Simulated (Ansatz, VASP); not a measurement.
**HfO2: VASP beside Ansatz**

Aim: how closely do two programs agree when they are given the same cell, functional and k mesh? The structure shown is frame 89 of Ansatz's trajectory.

Method: plane waves, with VASP 6.6.1 beside it; single point at PBE, in Ansatz 0.2.0.

### 1. Set-up

The cell holds 66 atoms: 22 Hf and 44 O. Cell: a = 9.543 Å, b = 9.543 Å, c = 9.543 Å, α = 90.0°, β = 90.0°, γ = 90.0°. As first built, before any earlier steps moved the atoms (in the runner's words): 66 atoms (22 Zr, 44 O) placed at random at 5.13 g/cm^3, melted at 5000 K for 10 ps at fixed volume with the Morse and Coulomb pair potential with partial charges (Pedone, Malavasi, Menziani, Cormack and Segre, J. Phys. Chem. B 110, 11780 (2006)). Quenched from 5000 K to 300 K at 5 K/ps and fixed volume, held 10 ps at zero pressure, then minimised at fixed cell. Then Zr was replaced by Hf and the cell scaled by 1.008 (the potential has no terms for the new elements, so the cell is a start for a DFT relaxation).

### 2. Ansatz: dynamics, PBE

Ansatz runs on its default PAW (the set named soft_2) files.

One frame of this run of dynamics is then solved in both programs, so the motion causes no difference.

Contents of input.yaml:

```yaml
crystal:
  lattice:
    - [9.54325, 0.0, 0.0]
    - [0.0, 9.54325, 0.0]
    - [0.0, 0.0, 9.54325]
  atoms:
    - { symbol: Hf, position: [0.21518, 0.18958, 0.08534] }
    - { symbol: Hf, position: [0.40004, 0.18805, 0.40674] }
    - { symbol: Hf, position: [0.73384, 0.26668, 0.5917] }
    - { symbol: Hf, position: [0.44248, 0.52869, 0.58072] }
    - { symbol: Hf, position: [0.89122, 0.19361, 0.91763] }
    - { symbol: Hf, position: [0.58974, 0.8982, 0.46116] }
    - { symbol: Hf, position: [0.94695, 0.71624, 0.33345] }
    - { symbol: Hf, position: [0.75361, 0.91265, 0.07495] }
    - { symbol: Hf, position: [0.2598, 0.25196, 0.73632] }
    - { symbol: Hf, position: [0.57516, 0.53901, 0.29956] }
    - { symbol: Hf, position: [0.40481, 0.8995, 0.13978] }
    - { symbol: Hf, position: [0.74319, 0.54606, 0.86245] }
    - { symbol: Hf, position: [0.06137, 0.54128, 0.684] }
    - { symbol: Hf, position: [0.2404, 0.86084, 0.52966] }
    - { symbol: Hf, position: [0.2295, 0.54865, 0.24664] }
    - { symbol: Hf, position: [0.05117, 0.1746, 0.47137] }
    - { symbol: Hf, position: [0.85779, 0.37132, 0.21322] }
    - { symbol: Hf, position: [0.91358, 0.89383, 0.62896] }
    - { symbol: Hf, position: [0.36226, 0.55905, 0.96539] }
    - { symbol: Hf, position: [0.56442, 0.22653, 0.01663] }
    - { symbol: Hf, position: [0.07118, 0.82083, 0.95486] }
    - { symbol: Hf, position: [0.54477, 0.83568, 0.81008] }
    - { symbol: O, position: [0.5545, 0.61829, 0.74549] }
    - { symbol: O, position: [0.3789, 0.77558, 0.93459] }
    - { symbol: O, position: [0.37268, 0.19914, 0.91228] }
    - { symbol: O, position: [0.00215, 0.22698, 0.12302] }
    - { symbol: O, position: [0.24989, 0.46941, 0.80085] }
    - { symbol: O, position: [0.43211, 0.88836, 0.63404] }
    - { symbol: O, position: [0.05139, 0.95585, 0.4642] }
    - { symbol: O, position: [0.95117, 0.65732, 0.84232] }
    - { symbol: O, position: [0.86569, 0.26767, 0.40676] }
    - { symbol: O, position: [0.77897, 0.58726, 0.25457] }
    - { symbol: O, position: [0.28527, 0.39828, 0.09751] }
    - { symbol: O, position: [0.11571, 0.34867, 0.59139] }
    - { symbol: O, position: [0.93904, 0.81955, 0.13975] }
    - { symbol: O, position: [0.51982, 0.68938, 0.44885] }
    - { symbol: O, position: [0.1127, 0.86528, 0.73211] }
    - { symbol: O, position: [0.68863, 0.73859, 0.95509] }
    - { symbol: O, position: [0.55158, 0.44665, 0.95235] }
    - { symbol: O, position: [0.69211, 0.22207, 0.81437] }
    - { symbol: O, position: [0.17475, 0.73645, 0.34229] }
    - { symbol: O, position: [0.2064, 0.96733, 0.06525] }
    - { symbol: O, position: [0.42528, 0.3122, 0.61153] }
    - { symbol: O, position: [0.55711, 0.98131, 0.9757] }
    - { symbol: O, position: [0.20034, 0.2098, 0.31622] }
    - { symbol: O, position: [0.37996, 0.44698, 0.37526] }
    - { symbol: O, position: [0.84193, 0.40285, 0.99382] }
    - { symbol: O, position: [0.90055, 0.96681, 0.90674] }
    - { symbol: O, position: [0.63553, 0.44229, 0.49593] }
    - { symbol: O, position: [0.02581, 0.50021, 0.29211] }
    - { symbol: O, position: [0.59839, 0.12042, 0.48141] }
    - { symbol: O, position: [0.16922, 0.64516, 0.05048] }
    - { symbol: O, position: [0.9626, 0.68456, 0.55273] }
    - { symbol: O, position: [0.80273, 0.86079, 0.42374] }
    - { symbol: O, position: [0.75335, 0.13139, 0.08222] }
    - { symbol: O, position: [0.24761, 0.10607, 0.57081] }
    - { symbol: O, position: [0.8534, 0.4301, 0.70421] }
    - { symbol: O, position: [0.42521, 0.13757, 0.17767] }
    - { symbol: O, position: [0.70307, 0.88207, 0.67265] }
    - { symbol: O, position: [0.90454, 0.12057, 0.63997] }
    - { symbol: O, position: [0.37972, 0.95007, 0.36878] }
    - { symbol: O, position: [0.62997, 0.3512, 0.20394] }
    - { symbol: O, position: [0.60464, 0.87776, 0.2303] }
    - { symbol: O, position: [0.25299, 0.64076, 0.59365] }
    - { symbol: O, position: [0.42485, 0.64099, 0.17093] }
    - { symbol: O, position: [0.10168, 0.20584, 0.87414] }
kpoints:
  mp_grid: { grid: [1, 1, 1] }
hamiltonian:
  xc: pbe
scf:
  occupations: { method: fixed }
output:
  forces: true
md:
  timestep: 1.0
  n_steps: 268
  ensemble: nvt_langevin
  temperature: 600
  initial_velocities: maxwell_boltzmann
  seed: 218
```

Command:

```
$ ansatz run input.yaml --threads 4 --pin off --max-ram 8192MiB --backend cpu --events-out ev --progress --plain --runs-dir out
```

Numbers of over 12 decimals in the logs are rounded to 6 here.

The log of the run:

```text
Warning: md: disabling space-group detection — thermal motion breaks the input geometry's symmetry, so no spatial operation reduces the k-mesh or symmetrises the density; time reversal is kept, so that k and −k are solved as one point where they differ and the mesh holds both, and exact exchange and, on two spinor components, a DFT+U term hold to it where the run has them: on two components no moment then forms, and  [...]
Engine: ansatz 0.2.0, aarch64-unknown-linux-gnu
Pseudopotentials: kind: paw
Pseudopotential: Hf, paw, valence charge 26, recommended cutoff 420 eV (normal), Hf.paw.azcp
Pseudopotential: O, paw, valence charge 6, recommended cutoff 420 eV (normal), O.paw.azcp
Functional definition: PBE
  parameter kappa = 0.804
  parameter beta = 0.066725
  exchange = pbe_x(kappa = kappa, mu = beta*pi^2/3)
  correlation = pbe_c(beta = beta)
Crystal: 66 atoms, lattice volume = 869.138 Å³
Basis set: ecut = 420 eV, 17071 PW (Γ), exchange–correlation on 128×128×128 points (8 copies of the dense FFT grid, shifted against one another)
Bands: 502, of which v1, the nominal top of the filled ones, is band 418 counted from 1 (417 counted from 0)
Symmetry: 1 space group operations
k-points: 1
Non-local potential: Hf, projectors of the file, l = 0: 3, l = 1: 2, l = 2: 2, l = 3: 3
Non-local potential: O, projectors of the file, l = 0: 2, l = 1: 2, l = 2: 1
PAW form: soft (Blöchl's): semilocal exchange-correlation on the pseudo side does not see the compensation charge
PAW one-centre angular grid: Hf, 590 points (default); XC on 64 Gauss nodes
PAW one-centre angular grid: O, 110 points (default); XC on 64 Gauss nodes
Initial density: superposition of atomic densities (neutral atoms: chi_scale 0, normalization atom), corrected by the library's trained network
Initial wavefunctions: pseudopotential atomic-orbital guess
Functional: x = pbe(κ = 0.804, μ = 0.219515), c = pbe(β = 0.066725)
SCF iter   1: F=—  HF=-370946.580301 eV  |F-HF|=—  |Δ(HF+E_count)|=         —  Δρ=3.86e-3  dr2=1.30e-1  ethr=1.77e-3  ⟨swp⟩=3.0  Hψ=1316  notcnv=0  defer=79
preconditioner: auto → Resta (q_TF=auto, 2.711 Å⁻¹)  ε∞=5.1  [insulator: Δε(μ)=3.972 eV  Ē_g=17.559 eV  n_scr=256 (ndim 8)  ℏωp=35.4 eV  f_vac=0.120  ε∞_Penn≈5.1]
SCF iter   2: F=—  HF=-370946.564509 eV  |F-HF|=—  |Δ(HF+E_count)|=   1.58e-2  Δρ=1.92e-3  dr2=2.32e-2  ethr=1.56e-5  ⟨swp⟩=2.0  Hψ=890  notcnv=0  defer=82
SCF iter   3: F=—  HF=-370946.565292 eV  |F-HF|=—  |Δ(HF+E_count)|=   7.83e-4  Δρ=8.60e-4  dr2=7.42e-3  ethr=2.78e-6  ⟨swp⟩=2.0  Hψ=718  notcnv=0  defer=82
SCF iter   4: F=—  HF=-370946.565829 eV  |F-HF|=—  |Δ(HF+E_count)|=   5.36e-4  Δρ=2.17e-4  dr2=5.15e-4  ethr=8.87e-7  ⟨swp⟩=2.0  Hψ=843  notcnv=0  defer=82
SCF iter   5: F=—  HF=-370946.565964 eV  |F-HF|=—  |Δ(HF+E_count)|=   1.36e-4  Δρ=1.16e-4  dr2=1.33e-4  ethr=6.17e-8  ⟨swp⟩=2.0  Hψ=839  notcnv=0  defer=81
SCF iter   6: F=—  HF=-370946.565960 eV  |F-HF|=—  |Δ(HF+E_count)|=   4.03e-6  Δρ=4.14e-5  dr2=1.70e-5  ethr=1.60e-8  ⟨swp⟩=2.0  Hψ=839  notcnv=0  defer=79
SCF iter   7: F=—  HF=-370946.568210 eV  |F-HF|=—  |Δ(HF+E_count)|=   2.25e-3  Δρ=3.08e-5  dr2=7.94e-6  ethr=2.04e-9  ⟨swp⟩=2.0  Hψ=920  notcnv=0  defer=79
SCF iter   8: F=—  HF=-370946.568212 eV  |F-HF|=—  |Δ(HF+E_count)|=   1.82e-6  Δρ=1.04e-5  dr2=9.70e-7  ethr=9.50e-10  ⟨swp⟩=2.0  Hψ=841  notcnv=0  defer=79
SCF iter   9: F=—  HF=-370946.568212 eV  |F-HF|=—  |Δ(HF+E_count)|=   8.17e-7  Δρ=3.41e-6  dr2=1.21e-7  ethr=1.16e-10  ⟨swp⟩=2.0  Hψ=841  notcnv=0  defer=79
SCF iter  10: F=-370946.568213 eV  HF=-370946.568213 eV  |F-HF|=1.65e-8  |Δ(HF+E_count)|=   1.30e-7  Δρ=2.63e-6  dr2=5.98e-8  ethr=7.89e-12  ⟨swp⟩=5.0  Hψ=1628  notcnv=0
SCF 1 converged in 10 iterations: F = -370946.568213 eV  dr2 = 5.98e-8
  greatest PAW one-centre occupation: 0.999 electrons in one spin orbital (limit 2), on the Hf atom at site 8 (counted from 0), in its partial waves of l = 0
md step     0: t =     0.00 fs  T =   590.9 K  F+E_penalty+E_count = -370946.56821261 eV  E_kin = 5.041140 eV  (10 SCF iters)
[...]
md step   244: t =   244.00 fs  T =   602.1 K  F+E_penalty+E_count = -370942.36262398 eV  E_kin = 5.136651 eV  (5 SCF iters)
md step   245: t =   245.00 fs  T =   615.4 K  F+E_penalty+E_count = -370942.39735554 eV  E_kin = 5.250097 eV  (5 SCF iters)
md step   246: t =   246.00 fs  T =   622.2 K  F+E_penalty+E_count = -370942.43939203 eV  E_kin = 5.308506 eV  (6 SCF iters)
md step   247: t =   247.00 fs  T =   629.5 K  F+E_penalty+E_count = -370942.48213925 eV  E_kin = 5.370362 eV  (5 SCF iters)
md step   248: t =   248.00 fs  T =   630.2 K  F+E_penalty+E_count = -370942.52027431 eV  E_kin = 5.376074 eV  (5 SCF iters)
md step   249: t =   249.00 fs  T =   647.4 K  F+E_penalty+E_count = -370942.55255417 eV  E_kin = 5.523321 eV  (6 SCF iters)
md step   250: t =   250.00 fs  T =   646.4 K  F+E_penalty+E_count = -370942.57397400 eV  E_kin = 5.514192 eV  (9 SCF iters)
md step   251: t =   251.00 fs  T =   654.8 K  F+E_penalty+E_count = -370942.57576182 eV  E_kin = 5.586341 eV  (5 SCF iters)
md step   252: t =   252.00 fs  T =   645.3 K  F+E_penalty+E_count = -370942.55788128 eV  E_kin = 5.505578 eV  (6 SCF iters)
md step   253: t =   253.00 fs  T =   639.1 K  F+E_penalty+E_count = -370942.52408980 eV  E_kin = 5.451884 eV  (6 SCF iters)
md step   254: t =   254.00 fs  T =   641.9 K  F+E_penalty+E_count = -370942.48258022 eV  E_kin = 5.476035 eV  (6 SCF iters)
md step   255: t =   255.00 fs  T =   639.0 K  F+E_penalty+E_count = -370942.44285250 eV  E_kin = 5.451609 eV  (5 SCF iters)
md step   256: t =   256.00 fs  T =   638.9 K  F+E_penalty+E_count = -370942.39264634 eV  E_kin = 5.450906 eV  (6 SCF iters)
md step   257: t =   257.00 fs  T =   629.3 K  F+E_penalty+E_count = -370942.32479101 eV  E_kin = 5.368314 eV  (5 SCF iters)
md step   258: t =   258.00 fs  T =   616.6 K  F+E_penalty+E_count = -370942.25559606 eV  E_kin = 5.259899 eV  (6 SCF iters)
md step   259: t =   259.00 fs  T =   618.0 K  F+E_penalty+E_count = -370942.19953247 eV  E_kin = 5.272038 eV  (5 SCF iters)
md step   260: t =   260.00 fs  T =   603.1 K  F+E_penalty+E_count = -370942.16232389 eV  E_kin = 5.145338 eV  (9 SCF iters)
md step   261: t =   261.00 fs  T =   594.0 K  F+E_penalty+E_count = -370942.14446524 eV  E_kin = 5.067559 eV  (5 SCF iters)
md step   262: t =   262.00 fs  T =   573.5 K  F+E_penalty+E_count = -370942.14274681 eV  E_kin = 4.892280 eV  (5 SCF iters)
md step   263: t =   263.00 fs  T =   564.6 K  F+E_penalty+E_count = -370942.15419205 eV  E_kin = 4.816369 eV  (5 SCF iters)
md step   264: t =   264.00 fs  T =   554.3 K  F+E_penalty+E_count = -370942.18317994 eV  E_kin = 4.728754 eV  (6 SCF iters)
md step   265: t =   265.00 fs  T =   563.3 K  F+E_penalty+E_count = -370942.23220977 eV  E_kin = 4.805247 eV  (6 SCF iters)
md step   266: t =   266.00 fs  T =   580.8 K  F+E_penalty+E_count = -370942.29234146 eV  E_kin = 4.954710 eV  (5 SCF iters)
md step   267: t =   267.00 fs  T =   577.2 K  F+E_penalty+E_count = -370942.36369252 eV  E_kin = 4.924518 eV  (5 SCF iters)
[...]
md step   268: t =   268.00 fs  T =   569.6 K  F+E_penalty+E_count = -370942.44734447 eV  E_kin = 4.859663 eV  (9 SCF iters)
SCF converged after 9 iterations
Free energy (F): -370942.447344 eV
Harris-Foulkes:  -370942.447344 eV  (|F-HF|=3.20e-9)
Internal energy: -370942.447344 eV  (E = F + TS)
E sigma→0 (E₀):  -370942.447344 eV
Fermi energy:    11.879308 eV
--- Per-component energies (eV) ---
  E_band       = -2061.037708
  E_kinetic    = 16891.401702
  E_local      = -150448.663806  (includes V_loc(G=0)·N_el)
  E_nonlocal   = -25242.144972
  E_hartree    = 68447.251698
  E_xc         = -9820.723146
  E_vxc        = -9963.368761  (∫ρ·V_xc dr)
  E_paw        = -159337.094599  (= ΣΔE_a)
  E_vpaw       = 29807.122367  (= ΣTr[D̂ρ^β])
  E_aug_tail   = 0.108215  (compensation charges beyond the density's cutoff)
  E_ewald      = -111432.582436
  E_smearing   = -0.000000  (= −TS)
  E_closure    = 0.000000  (closes the sum)
  Σ components = -370942.447344   (vs F -370942.447344, Δ=0.00e0)
--- Forces (eV/Å), atoms counted from 1 ---
  atom   1  Hf    -0.29125978    -1.41676596    -2.46665997
  atom   2  Hf     0.40279076    -0.35596321     0.93889427
  atom   3  Hf     0.40531319     0.16903379     0.69451256
  atom   4  Hf     0.46103697     0.43079291    -0.65198287
  atom   5  Hf     1.95365293     0.24009391    -0.33167763
  atom   6  Hf     1.66874100    -0.65401507     0.15254518
  atom   7  Hf    -0.36915874     0.62570166     0.50399982
  atom   8  Hf     0.28966094    -2.43445949     0.79070382
  atom   9  Hf    -0.38921173     0.05104078     0.40274612
  atom  10  Hf     0.63389311     0.57377102    -1.60725581
  atom  11  Hf    -0.72415726    -0.25490583    -0.46347168
  atom  12  Hf     0.23517583     0.37810260    -0.20420156
  atom  13  Hf    -0.58124979    -1.16748662    -0.54739824
  atom  14  Hf    -1.50472324     0.41989750     0.73913632
  atom  15  Hf     1.16864250    -0.29560797     0.08507455
  atom  16  Hf    -0.01623423     0.84810739    -0.04293415
  atom  17  Hf    -0.10566091    -0.04673943    -0.86665025
  atom  18  Hf     1.07730696     0.35555916    -1.32191687
  atom  19  Hf    -0.67744332     0.44803264    -1.00330961
  atom  20  Hf     0.30731385     0.75199566    -1.58959917
  atom  21  Hf     0.23362247    -0.81496577     1.31495320
  atom  22  Hf     0.93910207    -0.16925479    -1.11681448
  atom  23  O      0.02978198     0.21707986    -0.26093018
  atom  24  O     -0.90056596    -0.77306299     0.74281257
[...]
atom  59  O     -0.32979647     0.07970988     0.15583331
  atom  60  O     -0.32839752    -0.83853454    -0.64928620
  atom  61  O      0.19086306    -0.06271571    -1.17345118
  atom  62  O      0.42313725     0.98613767     1.67476573
  atom  63  O      1.80137368     0.44972527     2.20289596
  atom  64  O     -0.46212737     0.39943243     0.48745129
  atom  65  O     -0.21423517    -0.66474510    -0.28967425
  atom  66  O     -1.04977257     0.10196779     1.27168508
  max |Σ_I F_I| component: 2.85e-5 eV/Å
--- MD trajectory: 268 steps, t = 0.0 → 268.0 fs ---
  final state: T = 569.6 K   F+E_penalty+E_count = -370942.44734447 eV   E_kin = 4.859663 eV
```

(Continued in part 2 of 2.)

[Lines on the potential files, build, host, timing and source positions are cut from VASP's logs without a mark.]

[Logs are printed without paths, hosts, clocks, repeated set-up lines and the standing remarks that a program may print on its own settings, such as how far it seeks lower states.]

[Hosts, paths, dates, database ids (printed as entryN), source tags and the programs' standing remarks are cut or masked in the printed files.]
